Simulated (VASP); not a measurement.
An input for Ansatz (written as the equivalent of a VASP run, and not itself run):

Ansatz 0.2 input:
```yaml
crystal:
  lattice:
    - [2.3045750, -3.9916414, 0.0000000]
    - [2.3045750, 3.9916414, 0.0000000]
    - [0.0000000, 0.0000000, 7.4942794]
  atoms:
    - { symbol: Mg, position: [0.6666670, 0.3333330, 0.4997534] }
    - { symbol: Mg, position: [0.3333330, 0.6666670, 0.9997534] }
    - { symbol: Te, position: [0.6666670, 0.3333330, 0.8762466] }
    - { symbol: Te, position: [0.3333330, 0.6666670, 0.3762466] }
kpoints:
  mp_grid: { grid: [6, 6, 4] }
hamiltonian:
  xc: pbe
  pseudopotentials: { kind: paw }
scf:
  occupations: { method: gaussian, width: 0.05 }
  max_iter: 100
output: { forces: true, stress: true, eigenvalues: true }
```

Write the VASP files for the same calculation (PBE).

This is not unique; one that fits is 
INCAR:
```
! general
SYSTEM =MgTe
PREC   =Accurate
ENCUT  =480
LREAL  =.FALSE.
LASPH  =.TRUE.

! electronic loop
EDIFF  =1E-7
NELM   =100
ALGO   =Normal
LMAXMIX=4

! smearing
ISMEAR =0
SIGMA  =0.05

! functional
GGA    =PE

! ions
ISIF   =2

! output
LWAVE  =.FALSE.
LCHARG =.FALSE.
```

File KPOINTS:
```
Automatic mesh
0
Gamma
6 6 4
0 0 0
```

File POSCAR:
```
MgTe
1
    2.3045749798    -3.9916413836     0.0000000000
    2.3045749798     3.9916413836     0.0000000000
    0.0000000000     0.0000000000     7.4942794232
Mg Te
2 2
Direct
  0.6666670000   0.3333330000   0.4997533923
  0.3333330000   0.6666670000   0.9997533923
  0.6666670000   0.3333330000   0.8762466077
  0.3333330000   0.6666670000   0.3762466077
```

POTCAR, in this order: Mg Te (PBE.64 set). Program: vasp_std.

The two are equivalent in intent, not identical: each code has its own PAW files, so the cut-off isn't converted (ENCUT is set for VASP's; basis.ecutwfc is left out, and Ansatz then takes the one that its files recommend); Ansatz stops its SCF on the density residual and VASP on the energy change (EDIFF).

The compound is MgTe in the wurtzite structure. It was relaxed first.
